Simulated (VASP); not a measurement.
Given:

```xyz
8
Lattice="4.8354 0.0000 0.0000 0.0000 4.8354 0.0000 0.0000 0.0000 4.8354" Properties=species:S:1:pos:R:3 pbc="T T T"
Mo     0.6648     0.6648     0.6648
Mo     3.0826     1.7529     4.1706
Mo     4.1706     3.0826     1.7529
Mo     1.7529     4.1706     3.0826
Si     4.1001     4.1001     4.1001
Si     1.6824     3.1530     0.7353
Si     0.7353     1.6824     3.1530
Si     3.1530     0.7353     1.6824
```

Computed with PBEsol GGA, VASP's PBE PAW potentials (set 64) (plane waves; VASP). Run with 400 eV cut-off, Gaussian smearing of 0.050 eV, potentials Mo_sv Si.

### Question
Give the energies of bands 29 to 42 at the high-symmetry points, in eV from the Fermi level.

### Answer

```
band      Γ      X      M      R     X1
----  -----  -----  -----  -----  -----
29    -2.68  -2.45  -1.74  -2.91  -2.45
30    -2.44  -2.45  -1.74  -2.91  -2.45
31    -2.44  -2.05  -1.50  -2.91  -2.05
32    -2.44  -2.05  -1.50  -2.91  -2.05
33    -1.33  -1.47  -0.97   0.01  -1.47
34    -1.33  -1.47  -0.97   0.01  -1.47
35    -1.33  -0.67  -0.69   0.01  -0.67
36     1.09  -0.67  -0.69   0.01  -0.67
37     1.09   0.84  -0.34   0.56   0.84
38     1.09   0.84  -0.34   0.56   0.84
39     1.54   1.55   0.78   0.56   1.55
40     1.54   1.55   0.78   0.56   1.55
41     2.97   2.01   2.72   2.22   2.01
42     2.97   2.01   2.73   2.22   2.01
```

It has no gap at this level: it comes out as a metal or semimetal.

The structure was generated: SiMo was put into the FeSi type (P2_13), which need not be its known phase. It was relaxed first.
